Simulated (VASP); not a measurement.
Data:

```yaml
crystal:
  lattice:
    - [4.21955, 0.00000, 0.00000]
    - [0.00000, 4.21955, 0.00000]
    - [0.00000, 0.00000, 9.26443]
  atoms:
    - { symbol: Pb, position: [0.00000, 0.50000, 0.84390] }
    - { symbol: Pb, position: [0.50000, 0.00000, 0.15610] }
    - { symbol: I, position: [0.50000, 0.00000, 0.67324] }
    - { symbol: I, position: [0.00000, 0.50000, 0.32676] }
    - { symbol: F, position: [0.00000, 0.00000, 0.00000] }
    - { symbol: F, position: [0.50000, 0.50000, 0.00000] }
```

Computed with r2SCAN meta-GGA, VASP's PBE PAW potentials (set 64) (plane waves; VASP). Settings: 520 eV cut-off, 6×6×3 Γ-centred mesh, tetrahedra with Blöchl corrections, potentials Pb_d I F.

The cores are frozen, which limits the accuracy of field gradients.

Question: Give the principal components of the electric field gradient (V/Å²) and the asymmetry η at each nucleus.

Answer: 
```json
[
 {"atom": "Pb1", "Vxx": "-43.6", "Vyy": "-43.6", "Vzz": "87.1", "η": "0.00"},
 {"atom": "Pb2", "Vxx": "-43.6", "Vyy": "-43.6", "Vzz": "87.1", "η": "0.00"},
 {"atom": "I3", "Vxx": "42.9", "Vyy": "42.9", "Vzz": "-85.9", "η": "0.00"},
 {"atom": "I4", "Vxx": "42.9", "Vyy": "42.9", "Vzz": "-85.9", "η": "0.00"},
 {"atom": "F5", "Vxx": "1.6", "Vyy": "1.6", "Vzz": "-3.2", "η": "0.00"},
 {"atom": "F6", "Vxx": "1.6", "Vyy": "1.6", "Vzz": "-3.2", "η": "0.00"}
]
```

The structure comes from a computed database's PbIF entry (P4/nmm); how it stands against other phases isn't given here. It was relaxed first.
